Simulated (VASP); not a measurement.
Here is the system:

```yaml
crystal:
  lattice:
    - [0.00000, 2.32365, 2.32365]
    - [2.32365, 0.00000, 2.32365]
    - [2.32365, 2.32365, 0.00000]
  atoms:
    - { symbol: Hf, position: [0.00000, 0.00000, 0.00000] }
    - { symbol: C, position: [0.50000, 0.50000, 0.50000] }
```

All values below come from PBE GGA, VASP's PBE PAW potentials (set 64) (plane waves; VASP). Numerical set-up: 520 eV cut-off, Gaussian smearing of 0.050 eV, potentials Hf_pv C.

Q: Give the energies of bands 5 to 10 at the high-symmetry points, in eV from the Fermi level.

A: 
| band | Γ | X | U | L | W |
|---|---|---|---|---|---|
| 5 | 0.98 | -2.60 | -3.53 | -6.16 | -3.01 |
| 6 | 0.98 | -1.79 | -2.74 | -3.00 | -2.72 |
| 7 | 0.98 | -0.11 | -1.66 | -3.00 | -2.72 |
| 8 | 1.37 | -0.11 | 1.56 | 5.31 | 3.66 |
| 9 | 1.37 | 5.30 | 5.77 | 5.31 | 3.66 |
| 10 | 1.37 | 6.73 | 6.17 | 5.78 | 6.75 |

It has no gap at this level: it comes out as a metal or semimetal.

The compound is HfC in the rock salt structure. It was relaxed first.
